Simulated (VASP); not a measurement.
# HfO2 with r2SCAN: from relaxation to properties

Wanted: the relaxed cell of HfO2 and its properties. The steps: full relaxation (r2SCAN), single point with fields (r2SCAN), band structure (r2SCAN), density of states (r2SCAN) and field gradients at the nuclei (r2SCAN). The start is a computed cell from the Materials Project.

Calculated with VASP 6.6.1; r2SCAN; plane waves and PAW (Hf_pv, O).

## (1) Starting point

Before any relaxation, the start is as follows. The structure is tetragonal, space group P4_2/nmc (No. 137). Conventional cell: a = 3.558 Å, b = 3.558 Å, c = 5.172 Å, α = 90.00°, β = 90.00°, γ = 90.00°. Hf has 8 O at 2.05 to 2.37 Å nearest. Nearest to O lie 4 Hf at 2.05 to 2.37 Å. Farther neighbours and most contacts between anions are not listed.

## (2) Full relaxation (r2SCAN)

The start need not lie at this functional's minimum. ISIF = 3 frees volume, shape and positions, and EDIFFG sets the threshold on forces and stress at which the search stops. r2SCAN adds the kinetic-energy density, costs more than a GGA and is run with LASPH.

INCAR

```
SYSTEM = HfO2
PREC = Accurate
ENCUT = 520
EDIFF = 1E-06
NELM = 100
ISMEAR = 0
SIGMA = 0.05
LREAL = .FALSE.
ALGO = Normal
METAGGA = R2SCAN
LASPH = .TRUE.
NBANDS = 28
LORBIT = 11
LWAVE = .FALSE.
LCHARG = .FALSE.
KPAR = 4
IBRION = 2
NSW = 60
ISIF = 3
EDIFFG = -0.01
```

POSCAR

```
HfO2
1.0
    3.5580193300      0.0000000000      0.0000000000
    0.0000000000      3.5580193300      0.0000000000
    0.0000000000      0.0000000000      5.1718612100
Hf O
2 4
Direct
    0.5000000000      0.5000000000      0.5000000000
    0.0000000000      0.0000000000      0.0000000000
    0.0000000000      0.5000000000      0.6972078800
    0.5000000000      0.0000000000      0.8027921200
    0.5000000000      0.0000000000      0.3027921200
    0.0000000000      0.5000000000      0.1972078800
```

KPOINTS

```
Automatic mesh
0
Gamma
8 8 5
0 0 0
```

Potentials, in the order of the species: Hf_pv and O (PBE family, release 64).

The run is started by

```sh
mpirun -np 4 vasp_std
```

The program printed:

```text
[banner, memory and clock lines left out]
running    4 mpi-ranks, on    1 nodes
 distrk:  each k-point on    1 cores,    4 groups
 distr:  one band on    1 cores,    1 groups

 POSCAR found type information on POSCAR HfO
 POSCAR found :  2 types and       6 ions
|                                                                             |
|               ----> ADVICE to this user running VASP <----                  |
|                                                                             |
|     You enforced a specific xc type in the INCAR file but a different       |
|     [... a line on the potential file left out ...]
|     I HOPE YOU KNOW WHAT YOU ARE DOING!                                     |
|                                                                             |

 LDA part: xc-table for (None), standard interpolation
 POSCAR, INCAR and KPOINTS ok, starting setup
 FFT: planning ... GRIDC
 FFT: planning ... GRID_SOFT
 FFT: planning ... GRID
 WAVECAR not read
 entering main loop
       N       E                     dE             d eps       ncg     rms          rms(c)
DAV:   1     0.172088424803E+03    0.17209E+03   -0.26142E+04  2520   0.162E+03
DAV:   2    -0.147439912474E+03   -0.31953E+03   -0.31096E+03  3232   0.390E+02
DAV:   3    -0.160924105913E+03   -0.13484E+02   -0.13444E+02  3044   0.750E+01
DAV:   4    -0.161054956124E+03   -0.13085E+00   -0.13077E+00  3368   0.815E+00
DAV:   5    -0.161056130348E+03   -0.11742E-02   -0.11741E-02  3132   0.716E-01    0.800E+01
DAV:   6    -0.136843810474E+03    0.24212E+02   -0.35481E+01  3044   0.364E+01    0.586E+01
DAV:   7    -0.137364550986E+03   -0.52074E+00   -0.49454E+00  3224   0.130E+01    0.288E+01
DAV:   8    -0.137413329135E+03   -0.48778E-01   -0.23747E+00  2780   0.878E+00    0.100E+01
DAV:   9    -0.137315533749E+03    0.97795E-01   -0.98980E-01  2820   0.537E+00    0.295E+00
DAV:  10    -0.137305075452E+03    0.10458E-01   -0.51202E-02  2824   0.141E+00    0.857E-01
DAV:  11    -0.137305096690E+03   -0.21238E-04   -0.39056E-03  3180   0.380E-01    0.449E-01
DAV:  12    -0.137305084589E+03    0.12101E-04   -0.98508E-05  3000   0.661E-02    0.262E-01
DAV:  13    -0.137305079805E+03    0.47835E-05   -0.34110E-05  3212   0.352E-02    0.535E-02
DAV:  14    -0.137305078854E+03    0.95182E-06   -0.23699E-06  2536   0.105E-02
   1 F= -.13730508E+03 E0= -.13730508E+03  d E =-.137305E+03
 curvature:   0.00 expect dE= 0.000E+00 dE for cont linesearch  0.000E+00
 trial: gam= 0.00000 g(F)=  0.119E-05 g(S)=  0.941E-03 ort = 0.000E+00 (trialstep = 0.100E+01)
 search vector abs. value=  0.942E-03
 bond charge predicted
       N       E                     dE             d eps       ncg     rms          rms(c)
DAV:   1    -0.137308772677E+03   -0.36929E-02   -0.11821E-01  2648   0.259E+00    0.129E+00
DAV:   2    -0.137305457347E+03    0.33153E-02   -0.15768E-02  2880   0.775E-01    0.296E-01
DAV:   3    -0.137304941822E+03    0.51552E-03   -0.42905E-04  2876   0.165E-01    0.141E-01
DAV:   4    -0.137304814889E+03    0.12693E-03   -0.41004E-04  3112   0.133E-01    0.133E-01
DAV:   5    -0.137304818132E+03   -0.32435E-05   -0.24704E-05  3140   0.304E-02    0.163E-01
DAV:   6    -0.137304811354E+03    0.67788E-05   -0.23376E-05  3100   0.293E-02    0.908E-02
DAV:   7    -0.137304808130E+03    0.32234E-05   -0.70173E-06  2912   0.177E-02    0.713E-02
DAV:   8    -0.137304808368E+03   -0.23748E-06   -0.73247E-07  1532   0.580E-03
   2 F= -.13730481E+03 E0= -.13730481E+03  d E =0.270486E-03
[...]
3 F= -.13730526E+03 E0= -.13730526E+03  d E =-.179497E-03
 curvature:  -0.20 expect dE=-0.131E-04 dE for cont linesearch -0.260E-05
 ZBRENT: interpolating
 opt :   0.3326  next Energy=  -137.305260 (dE=-0.182E-03)
 bond charge predicted
       N       E                     dE             d eps       ncg     rms          rms(c)
DAV:   1    -0.137305273193E+03   -0.15301E-04   -0.20043E-04  2684   0.110E-01    0.121E-01
DAV:   2    -0.137305260441E+03    0.12752E-04   -0.36025E-05  2780   0.369E-02    0.458E-02
DAV:   3    -0.137305256165E+03    0.42764E-05   -0.46103E-06  2936   0.153E-02    0.234E-02
DAV:   4    -0.137305255666E+03    0.49834E-06   -0.10836E-06  1876   0.718E-03
   4 F= -.13730526E+03 E0= -.13730526E+03  d E =-.176813E-03
 curvature:  -0.17 expect dE=-0.781E-05 dE for cont linesearch -0.252E-05
 trial: gam=-0.07691 g(F)=  0.178E-04 g(S)=  0.292E-04 ort = 0.119E-03 (trialstep = 0.867E+00)
 search vector abs. value=  0.342E-04
 reached required accuracy - stopping structural energy minimisation
```

Run time: 82 s. Hardware: 4 MPI ranks of Intel Xeon 6975P-C (Granite Rapids), shared host; peak memory 0.88 GiB; 5.3 min of CPU time.

Lines that name or quote the potential files are left out of all logs, and their timing lines are given in words.

Parts of OUTCAR (step 2):

```text
ion  position               nearest neighbor table
   1  0.500  0.500  0.500-   3 2.05   5 2.05   5 2.05   3 2.05   4 2.37   4 2.37   6 2.37   6 2.37
                             2 3.61   2 3.61   2 3.61   2 3.61   2 3.61   2 3.61   2 3.61   2 3.61
   2  0.000  0.000  0.000-   4 2.05   6 2.05   6 2.05   4 2.05   3 2.37   5 2.37   3 2.37   5 2.37
                             1 3.61   1 3.61   1 3.61   1 3.61   1 3.61   1 3.61   1 3.61   1 3.61
   3  0.000  0.500  0.697-   1 2.05   1 2.05   2 2.37   2 2.37
   4  0.500  0.000  0.803-   2 2.05   2 2.05   1 2.37   1 2.37
   5  0.500  0.000  0.303-   1 2.05   1 2.05   2 2.37   2 2.37
   6  0.000  0.500  0.197-   2 2.05   2 2.05   1 2.37   1 2.37

  LATTYP: Found a simple tetragonal cell.
 ALAT       =     3.5580193300
 C/A-ratio  =     1.4535787275

 Subroutine GETGRP returns: Found 16 space group operations
 (whereof  8 operations were pure point group operations)

The static configuration has the point symmetry D_2d.
 The point group associated with its full space group is D_4h.

 Found     45 irreducible k-points:

   k-points           NKPTS =     45   k-points in BZ     NKDIM =     45   number of bands    NBANDS=     28

   dimension x,y,z NGX =    28 NGY =   28 NGZ =   40
   dimension x,y,z NGXF=    56 NGYF=   56 NGZF=   80

   ENCUT  =  520.0 eV  38.22 Ry    6.18 a.u.   6.62  6.62  9.62*2*pi/ulx,y,z

   NELECT =      44.0000    total number of electrons

 k-points in reciprocal lattice and weights: Automatic mesh
   0.00000000  0.00000000  0.00000000       0.003
   0.12500000  0.00000000  0.00000000       0.013
   0.25000000  0.00000000  0.00000000       0.013
   0.37500000  0.00000000  0.00000000       0.013
   0.50000000  0.00000000  0.00000000       0.006
   0.12500000  0.12500000  0.00000000       0.013
   0.25000000  0.12500000  0.00000000       0.025
   0.37500000  0.12500000  0.00000000       0.025
   0.50000000  0.12500000  0.00000000       0.013
[...]
0.50000000  0.37500000  0.40000000       0.025
   0.50000000  0.50000000  0.40000000       0.006

 average (electrostatic) potential at core
       1 -43.0888       2 -43.0888       3 -73.5482       4 -73.5482       5 -73.5482
       6 -73.5482

 E-fermi :   3.3379

 k-point     1 :       0.0000    0.0000    0.0000
  band No.  band energies     occupation
    ...
     18       1.7784      2.00000
     19       2.4432      2.00000
     20       2.9759      2.00000
     21       3.0328      2.00000
     22       3.0328      2.00000
     23       8.4010      0.00000
     24       8.4135      0.00000
     25       9.6569      0.00000
     26       9.8551      0.00000
     27      10.3447      0.00000
    ...

 k-point     2 :       0.1250    0.0000    0.0000
  band No.  band energies     occupation
    ...
     18       1.6671      2.00000
     19       2.4411      2.00000
     20       2.7403      2.00000
     21       2.9170      2.00000
     22       3.0103      2.00000
     23       8.5805      0.00000
     24       8.6804      0.00000
     25       9.5974      0.00000
     26       9.8489      0.00000
     27      10.7193      0.00000
    ...

 k-point     3 :       0.2500    0.0000    0.0000
  band No.  band energies     occupation
    ...
     18       1.2742      2.00000
     19       2.0906      2.00000
     20       2.3493      2.00000
     21       2.8329      2.00000
     22       3.0596      2.00000
     23       8.8233      0.00000
     24       9.2165      0.00000
     25       9.3105      0.00000
     26       9.8447      0.00000
     27      11.3151      0.00000
    ...

  Total        0.0357433      0.0357433     -0.0328108      0.0000000      0.0000000      0.0000000
  in kB        0.8733812      0.8733812     -0.8017269      0.0000000      0.0000000      0.0000000
  external PRESSURE =       0.3150118 kB  Pullay stress =       0.0000000 kB

  energy-cutoff  :      520.00
  volume of cell :       65.57
      direct lattice vectors                 reciprocal lattice vectors
     3.560260891  0.000000000 -0.000000000     0.280878293  0.000000000  0.000000000
     0.000000000  3.560260891  0.000000000     0.000000000  0.280878293  0.000000000
    -0.000000000  0.000000000  5.172938906     0.000000000  0.000000000  0.193313708

 POSITION                                       TOTAL-FORCE (eV/Angst)
 -----------------------------------------------------------------------------------
      1.78013      1.78013      2.58647        -0.000000      0.000000      0.000000
      0.00000      0.00000      0.00000        -0.000000      0.000000      0.000000
     -0.00000      1.78013      3.60657         0.000000     -0.000000     -0.009592
      1.78013      0.00000      4.15283        -0.000000      0.000000      0.009592
      1.78013      0.00000      1.56636        -0.000000      0.000000      0.009592
     -0.00000      1.78013      1.02010         0.000000      0.000000     -0.009592
 -----------------------------------------------------------------------------------
    total drift:                                0.000000      0.000000      0.000000

  FREE ENERGIE OF THE ION-ELECTRON SYSTEM (eV)
  ---------------------------------------------------
  free  energy   TOTEN  =      -137.3052556664 eV

  energy  without entropy=     -137.3052556664  energy(sigma->0) =     -137.30525567

 reached required accuracy - stopping structural energy minimisation

 total charge
# of ion       s       p       d       tot
------------------------------------------
    1        0.317   6.602   1.434   8.352
    2        0.317   6.602   1.434   8.352
    3        1.569   3.588   0.000   5.157
    4        1.569   3.588   0.000   5.157
    5        1.569   3.588   0.000   5.157
    6        1.569   3.588   0.000   5.157
--------------------------------------------------
tot          6.909  27.555   2.867  37.331

[... 3 further parts left out ...]
```

The gap is read on the k-mesh alone, so it is an upper bound where the band edges lie off the mesh. Harder data sets than Hf_pv exist (the GW ones), and pressures, volumes and forces can shift noticeably with them. The PAW data sets were made with PBE, which is usual practice but a small mismatch for other functionals. The run keeps the 16 symmetry operations of its start, so it cannot find a distortion of lower symmetry.

Little changed from the start: no atom moved by 0.005 Å and no cell edge by 0.1 %.

Numbers from this step:

```yaml
electrons: 44
bands: 28
irreducible_k_points: 45
symmetry_operations: 16
free_energy_toten: -137.3053 eV
fermi_energy: 3.338 eV
pressure: 0.03150 GPa
metallic: no
valence_top_at_k: 0, 0, 0.4
conduction_bottom_at_k: 0, 0, 0
least_direct_gap_at_k: 0, 0, 0
scf_cycles_over_all_ionic_steps: 31
gap_on_the_k_mesh: 5.296 eV
least_direct_gap_on_the_k_mesh: 5.368 eV
```

It ends with a largest force of 0.010 eV/Å and a pressure of 0.03 GPa.

(Part 1 of 3 ends here.)

[Lines on the potential files, build, host, timing and source positions are cut from VASP's logs without a mark.]

[Logs are printed without paths, hosts, clocks, repeated set-up lines and the standing remarks that a program may print on its own settings, such as how far it seeks lower states.]

[Hosts, paths, dates, database ids (printed as entryN), source tags and the programs' standing remarks are cut or masked in the printed files.]

[A measured line is paired with the nearest computed mode of its activity, which favours agreement.]
